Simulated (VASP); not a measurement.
# TiC: how cutoff and mesh change the relaxed cell

Aim: test the relaxed volume of TiC against cutoff and mesh. The starting structure is a measured crystal structure from the Crystallography Open Database. The first relaxation on each setting starts from this cell expanded by 3 % in volume.

Program: VASP 6.6.1. Level of theory: Kohn-Sham DFT with plane waves and PAW; PBEsol. Results are calculated unless marked as measured.

The database entry behind the starting cell differs from later determinations by our own check (about 0.5 % long), so it need not match the best structure at ambient conditions.

## (1) The starting structure

Symmetry: Fm-3m, No. 225, cubic system. Conventional cell: a = 4.350 Å, b = 4.350 Å, c = 4.350 Å, α = 90.00°, β = 90.00°, γ = 90.00°. Nearest to Ti lie 6 C at 2.17 Å. C has 6 Ti at 2.17 Å nearest. Farther neighbours are not listed.

As a file:

```cif
data_structure
_symmetry_space_group_name_H-M 'Fm-3m'
_symmetry_Int_Tables_number 225
_cell_length_a 4.3500
_cell_length_b 4.3500
_cell_length_c 4.3500
_cell_angle_alpha 90.000
_cell_angle_beta 90.000
_cell_angle_gamma 90.000
_cell_volume 82.31
loop_
_atom_site_label
_atom_site_type_symbol
_atom_site_symmetry_multiplicity
_atom_site_Wyckoff_symbol
_atom_site_fract_x
_atom_site_fract_y
_atom_site_fract_z
_atom_site_occupancy
Ti1 Ti 4 b 0.50000 0.00000 0.00000 1
C1 C 4 a 0.00000 0.00000 0.00000 1
```

## (2) Reference relaxation

This run starts from the cell of an earlier relaxation, which isn't shown; the restart sets up the plane waves anew.

File INCAR:

```
SYSTEM = TiC
PREC = Accurate
ENCUT = 520
EDIFF = 1E-06
NELM = 100
ISMEAR = 1
SIGMA = 0.15
LREAL = .FALSE.
ALGO = Normal
GGA = PS
NBANDS = 14
LASPH = .TRUE.
LORBIT = 11
LWAVE = .FALSE.
LCHARG = .FALSE.
KPAR = 8
IBRION = 2
NSW = 50
ISIF = 3
EDIFFG = -0.006
```

File POSCAR:

```
TiC
1.0
    0.0000000000      2.1473227619      2.1473227619
    2.1473227619      0.0000000000      2.1473227619
    2.1473227619      2.1473227619      0.0000000000
Ti C
1 1
Direct
    0.5000000000      0.5000000000      0.5000000000
    0.0000000000      0.0000000000      0.0000000000
```

File KPOINTS:

```
Automatic mesh
0
Gamma
18 18 18
0 0 0
```

Potentials, in the order of the species: Ti_sv and C (PBE family, release 64).

Started as:

```bash
mpirun -np 8 vasp_std
```

Output:

```text
[banner, memory and clock lines left out]
running    8 mpi-ranks, on    1 nodes
 distrk:  each k-point on    1 cores,    8 groups
 distr:  one band on    1 cores,    1 groups

 POSCAR found type information on POSCAR TiC
 POSCAR found :  2 types and       2 ions
|                                                                             |
|           W    W    AA    RRRRR   N    N  II  N    N   GGGG   !!!           |
|           W    W   A  A   R    R  NN   N  II  NN   N  G    G  !!!           |
|           W    W  A    A  R    R  N N  N  II  N N  N  G       !!!           |
|           W WW W  AAAAAA  RRRRR   N  N N  II  N  N N  G  GGG   !            |
|           WW  WW  A    A  R   R   N   NN  II  N   NN  G    G                |
|           W    W  A    A  R    R  N    N  II  N    N   GGGG   !!!           |
|                                                                             |
|     For optimal performance we recommend to set                             |
|       NCORE = 2 up to number-of-cores-per-socket                            |
|     NCORE specifies how many cores store one orbital (NPAR=cpu/NCORE).      |
|     This setting can greatly improve the performance of VASP for DFT.       |
|     The default, NCORE=1 might be grossly inefficient on modern             |
|     multi-core architectures or massively parallel machines. Do your        |
|     Unfortunately you need to use the default for GW and RPA                |
|     calculations (for HF NCORE is supported but not extensively tested      |
|     yet).                                                                   |
|                                                                             |

|                                                                             |
|               ----> ADVICE to this user running VASP <----                  |
|                                                                             |
|     You enforced a specific xc type in the INCAR file but a different       |
|     [... a line on the potential file left out ...]
|     I HOPE YOU KNOW WHAT YOU ARE DOING!                                     |
|                                                                             |

 LDA part: xc-table for (Slater+PW92), standard interpolation
 POSCAR, INCAR and KPOINTS ok, starting setup
 FFT: planning ... GRIDC
 FFT: planning ... GRID_SOFT
 FFT: planning ... GRID
 WAVECAR not read
 entering main loop
       N       E                     dE             d eps       ncg     rms          rms(c)
DAV:   1     0.122547569057E+03    0.12255E+03   -0.85451E+03  5460   0.143E+03
DAV:   2    -0.136555138601E+02   -0.13620E+03   -0.12787E+03  5802   0.356E+02
DAV:   3    -0.246634370111E+02   -0.11008E+02   -0.10818E+02  8690   0.932E+01
DAV:   4    -0.251463096406E+02   -0.48287E+00   -0.48257E+00  6474   0.151E+01
DAV:   5    -0.251629533923E+02   -0.16644E-01   -0.16643E-01  7616   0.239E+00    0.189E+01
DAV:   6    -0.203601305968E+02    0.48028E+01   -0.12535E+01  7804   0.601E+01    0.665E+00
DAV:   7    -0.198439004509E+02    0.51623E+00   -0.20161E+00  6634   0.212E+01    0.528E+00
DAV:   8    -0.198103399712E+02    0.33560E-01   -0.11325E-01  6138   0.418E+00    0.313E+00
DAV:   9    -0.198055765232E+02    0.47634E-02   -0.10156E-01  6602   0.385E+00    0.803E-01
DAV:  10    -0.198042462291E+02    0.13303E-02   -0.98114E-03  7516   0.135E+00    0.709E-01
DAV:  11    -0.198020728089E+02    0.21734E-02   -0.55741E-03  5802   0.112E+00    0.131E-01
DAV:  12    -0.198020613177E+02    0.11491E-04   -0.36460E-04  6222   0.222E-01    0.418E-02
DAV:  13    -0.198020551031E+02    0.62147E-05   -0.15665E-05  7024   0.333E-02    0.600E-03
DAV:  14    -0.198020548697E+02    0.23337E-06   -0.48313E-07  4296   0.926E-03
   1 F= -.19802055E+02 E0= -.19802018E+02  d E =-.198021E+02
 curvature:   0.00 expect dE= 0.000E+00 dE for cont linesearch  0.000E+00
 trial: gam= 0.00000 g(F)=  0.114E-60 g(S)=  0.889E-07 ort = 0.000E+00 (trialstep = 0.100E+01)
 search vector abs. value=  0.890E-07
 reached required accuracy - stopping structural energy minimisation
```

It took 6.6 s on 8 MPI ranks of Intel Xeon 6975P-C (Granite Rapids), shared host; peak memory 1.4 GiB; 42 s of CPU time.

Lines that name or quote the potential files are left out of all logs, and their timing lines are given in words.

Parts of OUTCAR (step 2):

```text
ion  position               nearest neighbor table
   1  0.500  0.500  0.500-   2 2.15   2 2.15   2 2.15   2 2.15   2 2.15   2 2.15
   2  0.000  0.000  0.000-   1 2.15   1 2.15   1 2.15   1 2.15   1 2.15   1 2.15

  LATTYP: Found a face centered cubic cell.
 ALAT       =     4.2946455238

 Subroutine GETGRP returns: Found 48 space group operations
 (whereof 48 operations were pure point group operations)

The static configuration has the point symmetry O_h .

 Found    195 irreducible k-points:

   k-points           NKPTS =    195   k-points in BZ     NKDIM =    195   number of bands    NBANDS=     14

   dimension x,y,z NGX =    24 NGY =   24 NGZ =   24
   dimension x,y,z NGXF=    48 NGYF=   48 NGZF=   48

   ENCUT  =  520.0 eV  38.22 Ry    6.18 a.u.   5.65  5.65  5.65*2*pi/ulx,y,z

   NELECT =      16.0000    total number of electrons

 k-points in reciprocal lattice and weights: Automatic mesh
   0.00000000  0.00000000  0.00000000       0.000
   0.05555556  0.00000000  0.00000000       0.001
   0.11111111  0.00000000  0.00000000       0.001
   0.16666667  0.00000000  0.00000000       0.001
   0.22222222  0.00000000  0.00000000       0.001
   0.27777778  0.00000000  0.00000000       0.001
   0.33333333  0.00000000  0.00000000       0.001
   0.38888889  0.00000000  0.00000000       0.001
   0.44444444  0.00000000  0.00000000       0.001
[...]
-0.27777778  0.44444444  0.22222222       0.004
  -0.27777778  0.50000000  0.22222222       0.002

 average (electrostatic) potential at core
       1 -70.5803       2 -44.2999

 E-fermi :   9.6071

 k-point     1 :       0.0000    0.0000    0.0000
  band No.  band energies     occupation
      1     -46.6520      2.00000
      2     -22.7644      2.00000
      3     -22.7644      2.00000
      4     -22.7644      2.00000
      5      -2.8820      2.00000
      6      10.2761     -0.00000
      7      10.2761     -0.00000
      8      10.2761     -0.00000
      9      11.3420     -0.00000
     10      11.3420     -0.00000
    ...

 k-point     2 :       0.0556    0.0000    0.0000
  band No.  band energies     occupation
      1     -46.6495      2.00000
      2     -22.7819      2.00000
      3     -22.7660      2.00000
      4     -22.7660      2.00000
      5      -2.8091      2.00000
      6       9.9114     -0.01454
      7      10.1411     -0.00001
      8      10.1411     -0.00001
      9      10.6863     -0.00000
     10      10.6863     -0.00000
    ...

 k-point     3 :       0.1111    0.0000    0.0000
  band No.  band energies     occupation
    ...
      4     -22.7707      2.00000
      5      -2.5942      2.00000
      6       9.1573      2.00019
      7       9.4930      1.95853
      8       9.4930      1.95853
      9      10.6757     -0.00000
     10      10.6757     -0.00000
     11      11.8495     -0.00000
     12      13.2547      0.00000
     13      13.2547      0.00000
    ...

  Total       -0.0011083     -0.0011083     -0.0011083      0.0000000      0.0000000      0.0000000
  in kB       -0.0896667     -0.0896667     -0.0896667      0.0000000      0.0000000      0.0000000
  external PRESSURE =      -0.0896667 kB  Pullay stress =       0.0000000 kB

  energy-cutoff  :      520.00
  volume of cell :       19.80
      direct lattice vectors                 reciprocal lattice vectors
     0.000000000  2.147322762  2.147322762    -0.232848088  0.232848088  0.232848088
     2.147322762  0.000000000  2.147322762     0.232848088 -0.232848088  0.232848088
     2.147322762  2.147322762  0.000000000     0.232848088  0.232848088 -0.232848088

 POSITION                                       TOTAL-FORCE (eV/Angst)
 -----------------------------------------------------------------------------------
      2.14732      2.14732      2.14732         0.000000      0.000000     -0.000000
      0.00000      0.00000      0.00000        -0.000000     -0.000000      0.000000
 -----------------------------------------------------------------------------------
    total drift:                               -0.000000     -0.000000      0.000000

  FREE ENERGIE OF THE ION-ELECTRON SYSTEM (eV)
  ---------------------------------------------------
  free  energy   TOTEN  =       -19.8020548697 eV

  energy  without entropy=      -19.8019449439  energy(sigma->0) =      -19.80201823

 reached required accuracy - stopping structural energy minimisation

 total charge
# of ion       s       p       d       tot
------------------------------------------
    1        2.206   6.263   1.994  10.464
    2        0.893   1.505   0.000   2.398
--------------------------------------------------
tot          3.099   7.769   1.994  12.862

[... 3 further parts left out ...]
```

The PAW data sets were made with PBE, which is usual practice but a small mismatch for other functionals. The run keeps the 48 symmetry operations of its start, so it cannot find a distortion of lower symmetry.

The reference relaxation ends at 9.901 Å³ an atom. Pressures at 0.985 and 1.015 times this volume, from two more relaxations that aren't shown, give a bulk modulus of 266.7 GPa.

## (3) Relaxation with a cutoff of 400 eV

Against step 2 the input has ENCUT = 400. This run starts from the cell of an earlier relaxation, which isn't shown; the restart sets up the plane waves anew.

INCAR, as its differences from that of step 2:

```diff
@@ -2,3 +2,3 @@
 PREC = Accurate
-ENCUT = 520
+ENCUT = 400
 EDIFF = 1E-06
```

File POSCAR:

```
TiC
1.0
    0.0000000000      2.1443427959      2.1443427959
    2.1443427959      0.0000000000      2.1443427959
    2.1443427959      2.1443427959      0.0000000000
Ti C
1 1
Direct
    0.5000000000      0.5000000000      0.5000000000
    0.0000000000      0.0000000000      0.0000000000
```

KPOINTS is that of step 2.

Started as:

```bash
mpirun -np 8 vasp_std
```

Output:

```text
[banner, memory and clock lines left out]
running    8 mpi-ranks, on    1 nodes
[...]
[... a notice as in an earlier step ...]

 [... a notice as in an earlier step ...]

 LDA part: xc-table for (Slater+PW92), standard interpolation
 POSCAR, INCAR and KPOINTS ok, starting setup
[...]
entering main loop
       N       E                     dE             d eps       ncg     rms          rms(c)
DAV:   1     0.106229090410E+03    0.10623E+03   -0.72645E+03  5492   0.119E+03
DAV:   2    -0.149253626887E+02   -0.12115E+03   -0.11354E+03  5868   0.318E+02
DAV:   3    -0.247890355828E+02   -0.98637E+01   -0.97318E+01  8794   0.847E+01
DAV:   4    -0.251144394702E+02   -0.32540E+00   -0.32516E+00  6328   0.125E+01
[...]
DAV:  12    -0.197981724268E+02    0.17789E-04   -0.34504E-04  6162   0.248E-01    0.255E-02
DAV:  13    -0.197981647990E+02    0.76279E-05   -0.82758E-06  7754   0.344E-02    0.466E-03
DAV:  14    -0.197981643436E+02    0.45538E-06   -0.29664E-07  3822   0.925E-03
[...]
DAV:   8    -0.197980478199E+02    0.34451E-05   -0.57521E-06  5958   0.297E-02    0.216E-03
DAV:   9    -0.197980472329E+02    0.58699E-06   -0.18749E-07  3458   0.333E-03
   2 F= -.19798047E+02 E0= -.19798017E+02  d E =0.117111E-03
 trial-energy change:    0.000117  1 .order    0.000120   -0.000493    0.000734
 step:   0.4021(harm=  0.4021)  dis= 0.00000  next Energy=   -19.798264 (dE=-0.992E-04)
[...]
N       E                     dE             d eps       ncg     rms          rms(c)
DAV:   1    -0.198005053243E+02   -0.24575E-02   -0.44823E-02  6336   0.317E+00    0.481E-01
DAV:   2    -0.197986620288E+02    0.18433E-02   -0.67920E-03  6572   0.143E+00    0.149E-01
DAV:   3    -0.197982095201E+02    0.45251E-03   -0.94166E-04  7532   0.411E-01    0.577E-02
DAV:   4    -0.197982160635E+02   -0.65433E-05   -0.49246E-04  7308   0.212E-01    0.321E-02
DAV:   5    -0.197982484063E+02   -0.32343E-04   -0.32225E-05  6216   0.538E-02    0.133E-02
DAV:   6    -0.197982628231E+02   -0.14417E-04   -0.34784E-05  8556   0.270E-02    0.864E-03
DAV:   7    -0.197982631237E+02   -0.30065E-06   -0.41925E-06  6132   0.202E-02
   3 F= -.19798263E+02 E0= -.19798230E+02  d E =-.987802E-04
[...]
reached required accuracy - stopping structural energy minimisation
```

The job ended after 12 s (8 MPI ranks; peak memory 1.2 GiB).

From OUTCAR (step 3):

```text
  Total        0.0068517      0.0068517      0.0068517      0.0000000      0.0000000     -0.0000000
  in kB        0.5580081      0.5580081      0.5580081      0.0000000      0.0000000     -0.0000000
  external PRESSURE =       0.5580081 kB  Pullay stress =       0.0000000 kB

 POSITION                                       TOTAL-FORCE (eV/Angst)
 -----------------------------------------------------------------------------------
      2.14263      2.14263      2.14263         0.000000      0.000000      0.000000
      0.00000      0.00000      0.00000        -0.000000     -0.000000     -0.000000
 -----------------------------------------------------------------------------------
    total drift:                                0.000000      0.000000      0.000000

  FREE ENERGIE OF THE ION-ELECTRON SYSTEM (eV)
  ---------------------------------------------------
  free  energy   TOTEN  =       -19.7982631237 eV

  energy  without entropy=      -19.7981650071  energy(sigma->0) =      -19.79823042

[... 2 parts as in an earlier step ...]

[... 2 further parts left out ...]
[key lines of the parts left out:]
E-fermi :   9.6909
```

With a cutoff of 400 eV the cell ends at 9.836 Å³ an atom, -0.65 % from the reference; the bulk modulus is 270.1 GPa against 266.7 GPa.

## (4) Relaxation with a 10×10×10 mesh

Against step 2 the input has a 10×10×10 mesh. This run starts from the cell of an earlier relaxation, which isn't shown; the restart sets up the plane waves anew.

INCAR, as its differences from that of step 3:

```diff
@@ -2,3 +2,3 @@
 PREC = Accurate
-ENCUT = 400
+ENCUT = 520
 EDIFF = 1E-06
```

File POSCAR:

```
TiC
1.0
    0.0000000000      2.1474197921      2.1474197921
    2.1474197921      0.0000000000      2.1474197921
    2.1474197921      2.1474197921      0.0000000000
Ti C
1 1
Direct
    0.5000000000      0.5000000000      0.5000000000
    0.0000000000      0.0000000000      0.0000000000
```

File KPOINTS:

```
Automatic mesh
0
Gamma
10 10 10
0 0 0
```

Started as:

```bash
mpirun -np 8 vasp_std
```

Output:

```text
[... set-up lines as in an earlier step ...]
 entering main loop
       N       E                     dE             d eps       ncg     rms          rms(c)
DAV:   1     0.125192721597E+03    0.12519E+03   -0.85065E+03  1316   0.142E+03
DAV:   2    -0.137470045288E+02   -0.13894E+03   -0.13007E+03  1418   0.359E+02
DAV:   3    -0.246636393105E+02   -0.10917E+02   -0.10735E+02  2040   0.938E+01
DAV:   4    -0.251438931924E+02   -0.48025E+00   -0.48000E+00  1578   0.153E+01
[...]
DAV:  12    -0.198010192673E+02    0.10435E-04   -0.36323E-04  1538   0.216E-01    0.407E-02
DAV:  13    -0.198010131209E+02    0.61464E-05   -0.15221E-05  1714   0.356E-02    0.630E-03
DAV:  14    -0.198010129303E+02    0.19060E-06   -0.33448E-07   978   0.814E-03
   1 F= -.19801013E+02 E0= -.19801069E+02  d E =-.198010E+02
[...]
reached required accuracy - stopping structural energy minimisation
```

Run time: 3.6 s. Hardware: 8 MPI ranks; peak memory 1.1 GiB; 21 s of CPU time.

From OUTCAR (step 4):

```text
  Total       -0.0023527     -0.0023527     -0.0023527     -0.0000000     -0.0000000      0.0000000
  in kB       -0.1903219     -0.1903219     -0.1903219     -0.0000000     -0.0000000      0.0000000
  external PRESSURE =      -0.1903219 kB  Pullay stress =       0.0000000 kB

 POSITION                                       TOTAL-FORCE (eV/Angst)
 -----------------------------------------------------------------------------------
      2.14742      2.14742      2.14742         0.000000     -0.000000     -0.000000
      0.00000      0.00000      0.00000        -0.000000      0.000000      0.000000
 -----------------------------------------------------------------------------------
    total drift:                               -0.000000     -0.000000      0.000000

  FREE ENERGIE OF THE ION-ELECTRON SYSTEM (eV)
  ---------------------------------------------------
  free  energy   TOTEN  =       -19.8010129303 eV

  energy  without entropy=      -19.8011806894  energy(sigma->0) =      -19.80106885

[... 1 part as in an earlier step ...]

[... 3 further parts left out ...]
[key lines of the parts left out:]
E-fermi :   9.6654
```

With a 10×10×10 mesh the cell ends at 9.903 Å³ an atom, +0.01 % from the reference; the bulk modulus is 267.3 GPa against 266.7 GPa.

(Continued in part 2 of 2.)

[Lines on the potential files, build, host, timing and source positions are cut from VASP's logs without a mark.]

[Logs are printed without paths, hosts, clocks, repeated set-up lines and the standing remarks that a program may print on its own settings, such as how far it seeks lower states.]

[Hosts, paths, dates, database ids (printed as entryN), source tags and the programs' standing remarks are cut or masked in the printed files.]
